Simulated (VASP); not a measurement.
Input:

```
SrO
1.0
    0.00000     2.53884     2.53884
    2.53884     0.00000     2.53884
    2.53884     2.53884     0.00000
Sr O
1 1
Direct
  0.50000   0.50000   0.50000
  0.00000   0.00000   0.00000
```

All values below come from LDA (Ceperley-Alder, Perdew-Zunger) with spin-orbit coupling, VASP's LDA PAW potentials (set 64) (plane waves; VASP). Numerical set-up: 520 eV cut-off, 8×8×8 Γ-centred mesh, Gaussian smearing of 0.050 eV, potentials Sr_sv O.

Predict the energy per atom (σ→0), band gap (over mesh and band path) with the smallest direct gap where there is one.

| Property | Value |
|---|---|
| band gap (over mesh and band path) | 3.04 eV |
| smallest direct gap (over mesh and band path) | 3.08 eV |
| energy per atom (σ→0) | -650.6 kJ/mol of atoms |

Total energies compare only between runs with the same potentials, cut-off and functional.

The structure comes from a computed database's SrO entry (Fm-3m); how it stands against other phases isn't given here. It was relaxed first, which changed the volume by -5 %.
